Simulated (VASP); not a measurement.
# A VASP study of MnGa4 (optB86b-vdW): structure first, properties next, part 4 of 8

Wanted: the relaxed cell of MnGa4 and its properties. The start is a computed cell from the Materials Project.

VASP 6.6.1, plane waves and PAW; the level of theory is named at each step.

Still holding for the runs below: The magnetic order is the lowest of the few collinear ones that converged above; longer or canted patterns were not tried. The cell is doubled for it, so bands and modes from the zone boundary of the chemical cell fold onto Γ and the labels are those of the larger cell.

So far. Step 5 (The orders side by side): The session goes on in the lowest magnetic state found: antiferromagnetic, q = (1/2, 1/2, 1/2). The next one lies 2.5 meV an atom higher. Differences this small don't decide the order on unrelaxed cells. Step 6 (Full relaxation (optB86b-vdW)): It ends with forces that vanish by symmetry and a pressure of -0.01 GPa. The relaxed cell has a = 5.544 Å (conventional setting).

### 7. Single point with fields (optB86b-vdW)

Level of this step: optB86b-vdW, spin-polarised from an antiferromagnetic start; plane waves and PAW (Mn_pv, Ga_d) (VASP).

A single point on the relaxed cell gives a clean self-consistent state, with density, ELF and potential written out.

The input, INCAR:

```
SYSTEM = MnGa4
PREC = Accurate
ENCUT = 400
EDIFF = 1E-06
NELM = 100
ISMEAR = 1
SIGMA = 0.2
LREAL = .FALSE.
ALGO = Normal
GGA = MK
AGGAC = 0
LUSE_VDW = .TRUE.
PARAM1 = 0.1234
PARAM2 = 1
LASPH = .TRUE.
NBANDS = 85
ISPIN = 2
MAGMOM = 1.07 -1.07 0 0 0 0 0 0 0 0
LMAXMIX = 4
LORBIT = 11
LWAVE = .FALSE.
LCHARG = .TRUE.
ISIF = 2
LELF = .TRUE.
LVHAR = .TRUE.
```

The input, POSCAR:

```
MnGa4
1.0
   -5.5437287800      5.5437287800      5.5437287800
    0.0000000000      0.0000000000      5.5437287800
    0.0000000000      5.5437287800      0.0000000000
Mn Ga
2 8
Direct
    0.0000000000      0.0000000000      0.0000000000
    0.5000000000      0.0000000000      0.0000000000
    0.7500000000      0.0000000000      0.5000000000
    0.2500000000      0.0000000000      0.5000000000
    0.7500000000      0.5000000000      0.0000000000
    0.2500000000      0.5000000000      0.0000000000
    0.2500000000      0.0000000000      0.0000000000
    0.7500000000      0.0000000000      0.0000000000
    0.7500000000      0.5000000000      0.5000000000
    0.2500000000      0.5000000000      0.5000000000
```

The input, KPOINTS:

```
Automatic mesh
0
Gamma
7 7 7
0 0 0
```

PAW data sets: Mn_pv and Ga_d (PBE family, release 64).

Run with:

```bash
> mpirun -np 8 vasp_std
```

The log of the run:

```text
[banner, memory and clock lines left out]
running    8 mpi-ranks, on    1 nodes
 distrk:  each k-point on    8 cores,    1 groups
 distr:  one band on    1 cores,    8 groups

 POSCAR found type information on POSCAR MnGa
 POSCAR found :  2 types and      10 ions
 [... a notice as in an earlier step ...]

 [... a notice as in an earlier step ...]

 [... a notice as in an earlier step ...]

 LDA part: xc-table for (Slater+PW92), standard interpolation
|                                                                             |
|           W    W    AA    RRRRR   N    N  II  N    N   GGGG   !!!           |
|           W    W   A  A   R    R  NN   N  II  NN   N  G    G  !!!           |
|           W    W  A    A  R    R  N N  N  II  N N  N  G       !!!           |
|           W WW W  AAAAAA  RRRRR   N  N N  II  N  N N  G  GGG   !            |
|           WW  WW  A    A  R   R   N   NN  II  N   NN  G    G                |
|           W    W  A    A  R    R  N    N  II  N    N   GGGG   !!!           |
|                                                                             |
|     The number of bands has been changed from the values supplied in        |
|     The orbitals not found in the WAVECAR file will be initialized with     |
|     random numbers, which is usually adequate. For correlated               |
|     calculations, however, you should redo the groundstate calculation.     |
|     I found NBANDS = 85. Now, NBANDS = 88.                                  |
|                                                                             |

 POSCAR, INCAR and KPOINTS ok, starting setup
 FFT: planning ... GRIDC
 FFT: planning ... GRID_SOFT
 FFT: planning ... GRID
 WAVECAR not read
 entering main loop
       N       E                     dE             d eps       ncg     rms          rms(c)
DAV:   1     0.135950528862E+04    0.13595E+04   -0.48772E+04  7672   0.241E+03
DAV:   2     0.241872510609E+03   -0.11176E+04   -0.10514E+04  7040   0.673E+02
DAV:   3     0.393487412842E+01   -0.23794E+03   -0.22502E+03  7896   0.215E+02
DAV:   4    -0.126379482543E+02   -0.16573E+02   -0.16304E+02  7960   0.597E+01
DAV:   5    -0.132022367741E+02   -0.56429E+00   -0.56314E+00  9112   0.122E+01    0.179E+01
DAV:   6    -0.193882899212E+02   -0.61861E+01   -0.30616E+01  7568   0.270E+01    0.311E+01
DAV:   7    -0.107568435339E+02    0.86314E+01   -0.19485E+01  7592   0.251E+01    0.706E+00
DAV:   8    -0.103518718535E+02    0.40497E+00   -0.16044E+00  7936   0.552E+00    0.259E+00
DAV:   9    -0.103497199881E+02    0.21519E-02   -0.17144E-01  8408   0.184E+00    0.139E+00
DAV:  10    -0.103561027668E+02   -0.63828E-02   -0.37956E-02  8648   0.105E+00    0.578E-01
DAV:  11    -0.103605812813E+02   -0.44785E-02   -0.10568E-02  8016   0.589E-01    0.193E-01
DAV:  12    -0.103609697953E+02   -0.38851E-03   -0.23171E-03  8744   0.182E-01    0.106E-01
DAV:  13    -0.103609759183E+02   -0.61230E-05   -0.15939E-04  8368   0.616E-02    0.378E-02
DAV:  14    -0.103609887722E+02   -0.12854E-04   -0.34309E-05  7320   0.285E-02    0.160E-02
DAV:  15    -0.103609914199E+02   -0.26477E-05   -0.83226E-06  5912   0.133E-02    0.343E-03
DAV:  16    -0.103609912815E+02    0.13846E-06   -0.45600E-07  4192   0.383E-03
   1 F= -.10360991E+02 E0= -.10355551E+02  d E =-.163220E-01  mag=    -0.0000
```

Wall time 67 s (8 MPI ranks of AMD EPYC 9R45, shared host); peak memory 2.2 GiB; 8.7 min of CPU time.

Parts of OUTCAR (step 7):

```text
   k-points           NKPTS =     20   k-points in BZ     NKDIM =     20   number of bands    NBANDS=     88

   NELECT =     130.0000    total number of electrons

 E-fermi :   6.1558

 k-point     3 :       0.2857    0.0000    0.0000
  band No.  band energies     occupation
    ...
     63       4.2612      1.00000
     64       4.9046      1.00000
     65       5.5610      1.00011
     66       6.0133      0.96416
     67       6.0133      0.96416
     68       6.5524     -0.00845
     69       6.6239     -0.00229
     70       7.4610     -0.00000
     71       7.8806     -0.00000
     72       8.4590     -0.00000
    ...

Total vdW correction in eV:     25.3836841

  Total       -0.0147688     -0.0147688     -0.0147688      0.0000000      0.0000000      0.0000000
  in kB       -0.1388836     -0.1388836     -0.1388836      0.0000000      0.0000000      0.0000000
  external PRESSURE =      -0.1388836 kB  Pullay stress =       0.0000000 kB

 POSITION                                       TOTAL-FORCE (eV/Angst)
 -----------------------------------------------------------------------------------
      0.00000      0.00000      0.00000         0.000000     -0.000000     -0.000000
     -2.77186      2.77186      2.77186         0.000000     -0.000000     -0.000000
     -4.15780      6.92966      4.15780         0.000000      0.000000      0.000000
     -1.38593      4.15780      1.38593        -0.000000     -0.000000      0.000000
     -4.15780      4.15780      6.92966         0.000000     -0.000000     -0.000000
     -1.38593      1.38593      4.15780         0.000000      0.000000      0.000000
     -1.38593      1.38593      1.38593        -0.000000      0.000000     -0.000000
     -4.15780      4.15780      4.15780         0.000000      0.000000     -0.000000
     -4.15780      6.92966      6.92966        -0.000000     -0.000000      0.000000
     -1.38593      4.15780      4.15780        -0.000000     -0.000000     -0.000000
 -----------------------------------------------------------------------------------
    total drift:                               -0.000000      0.000000     -0.000000

  FREE ENERGIE OF THE ION-ELECTRON SYSTEM (eV)
  ---------------------------------------------------
  free  energy   TOTEN  =       -10.3609912815 eV

  energy  without entropy=      -10.3446692563  energy(sigma->0) =      -10.35555061

Total vdW correction in eV:     25.3836704

[... 15 parts as in an earlier step ...]

[... 3 further parts left out ...]
```

With spin, VASP writes an ELF for each channel.

Numbers from this step:

| Item | Value |
| --- | --- |
| bands | 88 |
| pressure | -0.01389 GPa |

Valence electrons inside each PAW sphere by angular momentum. Sphere charges, by row:

```
atom  s (e)  p (e)  d (e)  tot (e)
 Mn1  0.335  6.363  5.324    12.02
 Mn2  0.335  6.363  5.324    12.02
 Ga3  0.958  0.765  9.973     11.7
 Ga4  0.958  0.765  9.973     11.7
 Ga5  0.958  0.765  9.973     11.7
 Ga6  0.958  0.765  9.973     11.7
 Ga7  0.958  0.765  9.973     11.7
 Ga8  0.958  0.765  9.973     11.7
 Ga9  0.958  0.765  9.973     11.7
Ga10  0.958  0.765  9.973     11.7
```

Spin density in the ac plane at fractional y = 0.000, with atoms of Mn and Ga within 0.2 Å of it.

Ten even steps from '0' (-1.5 e/Å³) to '9' (1.5 e/Å³), each cell a mean:
```
975555555554411345555555557
665555555555433445555555555
555555555555544445555555555
555555555555555455555555555
555555555555555555555555555
555555555555555555555555555
555555555555555555555555555
555555555555555555555555555
555555555555555555555555555
555555555555555555555555555
555555555555555555555555555
555555555554445555555555555
555555555544444555555555555
755555555544223455555555567
965555555554201455555555569
```
Columns run along a (9.6 Å), rows up along c (5.5 Å). Atoms in or near the plane, at fractional coordinates: Mn at (0.00, 0.00), Mn at (0.50, 0.00), Ga at (0.75, 0.50), Ga at (0.25, 0.50), Ga at (0.25, 0.00), Ga at (0.75, 0.00).

Electrostatic potential energy in the ac plane at fractional y = 0.000, with atoms of Mn and Ga within 0.2 Å of it. With pseudopotentials it is smooth inside the atoms' cores, unlike the true potential.

Ten even steps from '_' (-50 eV) to '@' (3 eV), each cell a mean:
```
____--##%%==..__..==%%##--____..++%%**::____::**%%++..
::::--##%%%%++::::==##@@##==::::++%%%%**--::--**%%%%**
##****##@@@@%%##++**%%@@@@%%**++##%%@@@@##****##@@@@@@
@@@@%%%%%%%%@@@@%%%%@@@@@@@@@@%%%%%%%%%%@@%%%%%%@@@@@@
@@@@@@%%**++**%%@@@@@@@@@@@@@@@@%%##****##%%@@@@@@@@@@
@@@@@@%%==::::==##@@@@@@@@@@@@@@@@**--::--**%%@@@@@@@@
@@@@@@%%++..__..==%%@@@@@@@@@@@@@@##--____::**@@@@@@@@
@@@@@@@@##--____..++%%@@@@@@@@@@@@%%++..____--##@@@@@@
@@@@@@@@@@**--....==%%@@@@@@@@@@@@@@%%==....::**@@@@@@
@@@@@@@@@@%%##====++%%@@@@@@@@@@@@@@@@%%**====**%%@@@@
@@@@@@@@@@@@@@%%####%%@@@@@@@@@@@@@@@@@@%%%%##%%%%@@@@
@@@@@@%%####%%@@@@%%%%####%%@@@@@@%%####%%@@@@%%%%##%%
**%%@@%%++--==**%%@@##==--++##@@@@**====++%%@@%%**--==
..++%%%%==....::**%%##--....--##%%**--....==##%%++::__
__..++%%**..____::**%%==______--####--____..++%%**::__
```
Columns run along a (9.6 Å; values clipped at the 3rd and 97th percentile), rows up along c (5.5 Å). Atoms in or near the plane, at fractional coordinates: Mn at (0.00, 0.00), Mn at (0.50, 0.00), Ga at (0.75, 0.50), Ga at (0.25, 0.50), Ga at (0.25, 0.00), Ga at (0.75, 0.00).

Valence density in the ac plane at fractional y = 0.000, with atoms of Mn and Ga within 0.2 Å of it. It is the smooth field of the valence electrons, not physical close to the nuclei.

Values in units of 1e0 e/Å³, 8 rows by 16 columns, each cell a mean:
```
8.9 2.8 0.4 2.8 8.3 2.9 0.4 2.9 8.7 2.9 0.4 2.8 8.3 2.9 0.4 2.7
0.6 0.7 0.4 0.3 0.6 0.6 0.2 0.2 0.6 0.7 0.4 0.3 0.6 0.6 0.2 0.2
0.1 0.3 0.8 1.9 0.6 0.2 0.1 0.1 0.1 0.3 0.8 1.9 0.6 0.2 0.1 0.1
0.1 0.1 1.1 8.8 8.3 0.9 0.1 0.0 0.1 0.1 1.1 8.9 8.3 0.9 0.1 0.0
0.1 0.1 0.2 2.7 8.3 2.9 0.2 0.1 0.1 0.1 0.2 2.8 8.3 2.8 0.2 0.1
0.1 0.1 0.1 0.2 0.7 0.7 0.4 0.2 0.1 0.1 0.1 0.2 0.7 0.7 0.4 0.2
0.6 0.3 0.7 1.8 0.7 0.3 0.8 1.8 0.6 0.3 0.7 1.8 0.7 0.3 0.8 1.9
8.8 0.9 1.2 8.9 8.3 1.1 1.2 9.3 8.7 1.0 1.2 8.9 8.3 1.0 1.0 9.4
```
Columns run along a (9.6 Å), rows up along c (5.5 Å). Atoms in or near the plane, at fractional coordinates: Mn at (0.00, 0.00), Mn at (0.50, 0.00), Ga at (0.75, 0.50), Ga at (0.25, 0.50), Ga at (0.25, 0.00), Ga at (0.75, 0.00).

In this run the pressure is -0.01 GPa, small enough to go on.

### 8. Band structure (optB86b-vdW)

Levels along the symmetry lines show where the bands peak and cross; KPOINTS_OPT computes them in the converged potential.

The input, INCAR:

```
SYSTEM = MnGa4
PREC = Accurate
ENCUT = 400
EDIFF = 1E-06
NELM = 100
ISMEAR = 1
SIGMA = 0.2
LREAL = .FALSE.
ALGO = Normal
GGA = MK
AGGAC = 0
LUSE_VDW = .TRUE.
PARAM1 = 0.1234
PARAM2 = 1
LASPH = .TRUE.
NBANDS = 99
ISPIN = 2
MAGMOM = 1.055 -1.055 0 0 0 0 0 0 0 0
LMAXMIX = 4
LORBIT = 11
LWAVE = .FALSE.
LCHARG = .FALSE.
KPAR = 8
```

POSCAR is that of step 7.

KPOINTS is that of step 7.

The input, KPOINTS_OPT:

```
Line mode
12
Line-mode
Reciprocal
  0.00000000   0.00000000   0.00000000 GAMMA
 -0.50000000   0.00000000  -0.50000000 X

 -0.50000000   0.00000000  -0.50000000 X
 -1.00000000  -0.50000000  -0.50000000 M

 -1.00000000  -0.50000000  -0.50000000 M
  0.00000000   0.00000000   0.00000000 GAMMA

  0.00000000   0.00000000   0.00000000 GAMMA
 -0.50000000  -0.50000000  -0.50000000 R

 -0.50000000  -0.50000000  -0.50000000 R
 -0.50000000   0.00000000  -0.50000000 X

 -1.00000000  -0.50000000  -0.50000000 M
 -0.50000000  -0.50000000  -0.50000000 R
```

Run with:

```bash
> mpirun -np 8 vasp_std
```

The log of the run:

```text
[... set-up lines as in an earlier step ...]
 entering main loop
       N       E                     dE             d eps       ncg     rms          rms(c)
DAV:   1     0.129588375010E+04    0.12959E+04   -0.45905E+04  8844   0.214E+03
DAV:   2     0.228355731969E+03   -0.10675E+04   -0.98486E+03  7920   0.573E+02
DAV:   3     0.255975600962E+01   -0.22580E+03   -0.21423E+03  9130   0.191E+02
DAV:   4    -0.127228309901E+02   -0.15283E+02   -0.15056E+02  8860   0.526E+01
DAV:   5    -0.132082727917E+02   -0.48544E+00   -0.48490E+00 10632   0.104E+01    0.179E+01
DAV:   6    -0.194959639035E+02   -0.62877E+01   -0.24518E+01  8712   0.240E+01    0.310E+01
DAV:   7    -0.108010201064E+02    0.86949E+01   -0.15096E+01  8608   0.220E+01    0.725E+00
DAV:   8    -0.103451241542E+02    0.45590E+00   -0.11816E+00  9192   0.477E+00    0.252E+00
DAV:   9    -0.103488303820E+02   -0.37062E-02   -0.15561E-01  9208   0.161E+00    0.137E+00
DAV:  10    -0.103559727913E+02   -0.71424E-02   -0.32208E-02  9704   0.909E-01    0.543E-01
DAV:  11    -0.103605357164E+02   -0.45629E-02   -0.83126E-03  8736   0.490E-01    0.185E-01
DAV:  12    -0.103609615056E+02   -0.42579E-03   -0.21013E-03 10496   0.145E-01    0.935E-02
DAV:  13    -0.103609786266E+02   -0.17121E-04   -0.13525E-04  9280   0.482E-02    0.341E-02
DAV:  14    -0.103609894470E+02   -0.10820E-04   -0.17905E-05  8664   0.184E-02    0.154E-02
DAV:  15    -0.103609913954E+02   -0.19484E-05   -0.37590E-06  6824   0.918E-03    0.373E-03
DAV:  16    -0.103609913402E+02    0.55279E-07   -0.27625E-07  4800   0.293E-03
   1 F= -.10360991E+02 E0= -.10355552E+02  d E =-.163192E-01  mag=     0.0000
 Start KPOINTS_OPT (optional k-point list driver)
k-point batch [1-20\72]
       N       E                     dE             ncg
DAV:   1     0.349044894595E+04   -0.25384E+05     8737
DAV:   2    -0.178677093848E+05   -0.21358E+05     7920
DAV:   3    -0.223505616456E+05   -0.44829E+04     9070
DAV:   4    -0.226472841513E+05   -0.29672E+03     8988
DAV:   5    -0.226569506333E+05   -0.96665E+01    10824
DAV:   6    -0.226572909715E+05   -0.34034E+00    10704
DAV:   7    -0.226572972935E+05   -0.63220E-02    10896
DAV:   8    -0.226572975159E+05   -0.22233E-03    10584
DAV:   9    -0.226572975197E+05   -0.37908E-05     7168
DAV:  10    -0.226572975201E+05   -0.41253E-06     5368
[...]
k-point batch [61-72\72]
       N       E                     dE             ncg
DAV:   1     0.208354160541E+05   -0.33690E+05     5203
DAV:   2     0.807763302968E+04   -0.12758E+05     4752
DAV:   3     0.540805696597E+04   -0.26696E+04     5610
DAV:   4     0.523130282125E+04   -0.17675E+03     5153
DAV:   5     0.522567477554E+04   -0.56280E+01     6376
DAV:   6     0.522546709699E+04   -0.20768E+00     6160
DAV:   7     0.522546341643E+04   -0.36806E-02     6338
DAV:   8     0.522546328624E+04   -0.13019E-03     6234
DAV:   9     0.522546328412E+04   -0.21183E-05     4273
DAV:  10     0.522546328390E+04   -0.21884E-06     2880
```

Elapsed: 4.5 min, on 8 MPI ranks; peak memory 7.7 GiB.

OUTCAR, selected parts (step 8):

```text
   k-points           NKPTS =     20   k-points in BZ     NKDIM =     20   number of bands    NBANDS=     99

   NELECT =     130.0000    total number of electrons

 E-fermi :   6.1558

 spin component 1
 k-point     1 :       0.0000    0.0000    0.0000
  band No.  band energies     occupation
    ...
     63       4.8352      1.00000
     64       4.8352      1.00000
     65       5.0555      1.00000
     66       5.0555      1.00000
     67       5.0555      1.00000
     68       6.4287     -0.03299
     69       6.4287     -0.03299
     70       7.6210     -0.00000
     71       7.6210     -0.00000
     72       7.6210     -0.00000
    ...

 k-point     2 :       0.1429    0.0000    0.0000
  band No.  band energies     occupation
    ...
     63       4.3031      1.00000
     64       4.8547      1.00000
     65       5.3619      1.00000
     66       5.3619      1.00000
     67       5.3756      1.00000
     68       6.4637     -0.02586
     69       6.4730     -0.02372
     70       7.5801     -0.00000
     71       7.9401     -0.00000
     72       7.9401     -0.00000
    ...

Total vdW correction in eV:     25.3836981

  Total       -0.0116151     -0.0116151     -0.0116151     -0.0000000     -0.0000000      0.0000000
  in kB       -0.1092266     -0.1092266     -0.1092266     -0.0000000     -0.0000000      0.0000000
  external PRESSURE =      -0.1092266 kB  Pullay stress =       0.0000000 kB

 POSITION                                       TOTAL-FORCE (eV/Angst)
 -----------------------------------------------------------------------------------
      0.00000      0.00000      0.00000        -0.000000      0.000000      0.000000
     -2.77186      2.77186      2.77186         0.000000     -0.000000     -0.000000
     -4.15780      6.92966      4.15780         0.000000     -0.000000      0.000000
     -1.38593      4.15780      1.38593        -0.000000      0.000000     -0.000000
     -4.15780      4.15780      6.92966        -0.000000      0.000000     -0.000000
     -1.38593      1.38593      4.15780         0.000000      0.000000     -0.000000
     -1.38593      1.38593      1.38593         0.000000     -0.000000      0.000000
     -4.15780      4.15780      4.15780        -0.000000     -0.000000      0.000000
     -4.15780      6.92966      6.92966         0.000000     -0.000000      0.000000
     -1.38593      4.15780      4.15780        -0.000000      0.000000      0.000000
 -----------------------------------------------------------------------------------
    total drift:                               -0.000000      0.000000     -0.000000

  FREE ENERGIE OF THE ION-ELECTRON SYSTEM (eV)
  ---------------------------------------------------
  free  energy   TOTEN  =       -10.3609913402 eV

  energy  without entropy=      -10.3446721342  energy(sigma->0) =      -10.35555160

Total vdW correction in eV:     25.3836691

[... 8 parts as in an earlier step ...]

[... 9 further parts left out ...]
```

Spin-orbit coupling is off here; it would split degenerate levels.

This step gave:

* bands: 99
* pressure: -0.01092 GPa

Both spin channels agree. Electronic bands along the path, in eV, zero at the Fermi level; # counts the bands kept, so #1 is VASP's band 47:

```
          point    #16    #17    #18    #19    #20    #21   #22   #23
              Γ  -1.86  -1.32  -1.32  -1.10  -1.10  -1.10  0.27  0.27
0.45 of the way  -1.87  -1.87  -1.28  -0.65  -0.43  -0.43  0.37  0.38
              X  -1.95  -1.87  -1.11  -0.52   0.45   0.89  0.89  1.13
0.55 of the way  -1.91  -1.82  -1.20  -0.08   0.36   0.60  0.61  0.68
              M  -1.86  -1.64  -1.18   0.41   0.58   0.58  0.73  1.12
0.45 of the way  -1.91  -1.75  -1.62  -0.17  -0.11   0.21  0.56  0.61
              Γ  -1.86  -1.32  -1.32  -1.10  -1.10  -1.10  0.27  0.27
0.45 of the way  -1.79  -1.60  -1.60  -0.26   0.14   0.14  0.71  0.71
              R  -1.46  -1.06  -1.06   2.78   2.78   2.78  2.82  2.82
0.45 of the way  -1.72  -1.70  -1.17   0.25   0.63   0.90  0.93  1.72
              X  -1.95  -1.87  -1.11  -0.52   0.45   0.89  0.89  1.13
      jump to M  -1.86  -1.64  -1.18   0.41   0.58   0.58  0.73  1.12
0.45 of the way  -1.66  -1.43  -1.13   0.80   0.80   0.98  1.21  1.82
              R  -1.46  -1.06  -1.06   2.78   2.78   2.78  2.82  2.82
```

Of the projections kept (Mn, Ga), the largest for each band there; the rest of the weight can lie on other orbitals:

```
point      #16      #17      #18      #19      #20      #21      #22      #23
    Γ  Ga 0.79  Mn 0.94  Mn 0.94  Ga 1.00  Ga 1.00  Ga 1.00  Mn 0.95  Mn 0.94
    X  Mn 0.62  Mn 0.84  Mn 0.74  Mn 0.87  Mn 0.91  Ga 0.59  Ga 0.59  Ga 0.52
    M  Mn 0.84  Mn 0.78  Mn 0.81  Mn 0.80  Mn 0.84  Mn 0.84  Mn 0.86  Ga 0.85
    Γ  Ga 0.79  Mn 0.94  Mn 0.94  Ga 1.00  Ga 1.00  Ga 1.00  Mn 0.95  Mn 0.94
    R  Mn 0.77  Mn 0.85  Mn 0.85  Ga 1.00  Ga 1.00  Ga 1.00  Ga 1.00  Ga 1.00
    X  Mn 0.62  Mn 0.84  Mn 0.74  Mn 0.87  Mn 0.91  Ga 0.59  Ga 0.59  Ga 0.52
```

There is no gap at this level.

(Part 4 of 8 ends here.)

[Lines on the potential files, build, host, timing and source positions are cut from VASP's logs without a mark.]

[Logs are printed without paths, hosts, clocks, repeated set-up lines and the standing remarks that a program may print on its own settings, such as how far it seeks lower states.]

[Hosts, paths, dates, database ids (printed as entryN), source tags and the programs' standing remarks are cut or masked in the printed files.]

[A measured line is paired with the nearest computed mode of its activity, which favours agreement.]
